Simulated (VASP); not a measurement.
Input:

```
Dy
1.0
    1.83090    -3.17121     0.00000
    1.83090     3.17121     0.00000
    0.00000     0.00000     5.76300
Dy
2
Direct
  0.33333   0.66667   0.25000
  0.66667   0.33333   0.75000
```

All values below come from PBE GGA, VASP's PBE PAW potentials (set 64) (plane waves; VASP). Run with 400 eV cut-off, 9×9×5 Γ-centred mesh, first-order Methfessel-Paxton smearing of 0.10 eV, potentials Dy_3.

The 4f electrons are frozen in the core of the lanthanide potential, so 4f levels, which can set the real gap, and their magnetism are missing.

**Question.** What does the run give for the energy per atom (σ→0), pressure, band gap (on the k-mesh) with the smallest direct gap where there is one?

**Answer.** 
The band gap (on the k-mesh) comes out as none (metal, semimetal or under 0.01 eV) and the energy per atom (σ→0) comes out as -4.524 eV/atom. The pressure is -1.89 GPa.

Total energies compare only between runs with the same potentials, cut-off and functional.

The compound is Dy in the hcp structure. The cell was not relaxed at this level.
